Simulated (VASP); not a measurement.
A convergence study with VASP on WS$_{2}$ (2H layered): one setting is varied, all else stays as given below, so the limit is that of these other settings.

```
WS2
1.0
    1.57500    -2.72798     0.00000
    1.57500     2.72798     0.00000
    0.00000     0.00000    12.32000
W S
2 4
Direct
  0.33333   0.66667   0.25000
  0.66667   0.33333   0.75000
  0.33333   0.66667   0.87800
  0.66667   0.33333   0.37800
  0.66667   0.33333   0.12200
  0.33333   0.66667   0.62200
```

Calculation: PBEsol GGA, VASP's PBE PAW potentials (set 64) (plane waves; VASP). The tightest run used: 550 eV cut-off, 17×17×4 Γ-centred mesh, tetrahedra with Blöchl corrections, potentials W_sv S.

**Question.** The settings run are 4×4×1 mesh; 5×5×1 mesh; 6×6×1 mesh; 7×7×2 mesh; 8×8×2 mesh; 9×9×2 mesh; 10×10×2 mesh; 11×11×2 mesh; 12×12×3 mesh; 13×13×3 mesh; 14×14×3 mesh; 15×15×3 mesh; 16×16×4 mesh; 17×17×4 mesh. From which on does the energy per atom stay within 0.002 eV/atom of the tightest run?

**Answer.** From 7×7×2 mesh on: it is off by 0.0003 there and by no more than 0.002 in any finer run, while 6×6×1 mesh is off by 0.0064.
```tsv
setting	E (eV/atom)	pressure (GPa)	largest force (eV/Å)	irreducible k-points	difference judged (eV/atom)
4×4×1 mesh	-8.4353	-1.26	0.330	4	0.0117
5×5×1 mesh	-8.4178	-0.87	0.258	5	0.0058
6×6×1 mesh	-8.4172	-0.86	0.253	7	0.0064
7×7×2 mesh	-8.4239	-1.03	0.232	16	0.0003
8×8×2 mesh	-8.4235	-1.02	0.230	20	0.0001
9×9×2 mesh	-8.4235	-1.02	0.229	24	0.0001
10×10×2 mesh	-8.4236	-1.03	0.230	28	0.0000
11×11×2 mesh	-8.4235	-1.03	0.230	32	0.0000
12×12×3 mesh	-8.4236	-1.03	0.230	38	0.0000
13×13×3 mesh	-8.4236	-1.03	0.230	42	0.0000
14×14×3 mesh	-8.4236	-1.03	0.230	48	0.0000
15×15×3 mesh	-8.4236	-1.03	0.230	54	0.0000
16×16×4 mesh	-8.4236	-1.03	0.230	90	0.0000
17×17×4 mesh	-8.4236	-1.03	0.230	99	0.0000
```

Left out are rungs that failed or repeat a setting and relaxations that didn't move; long series are thinned to 24 rows.

The compound is WS2 in the 2H layered structure. The cell was not relaxed at this level, forces remain on its atoms.
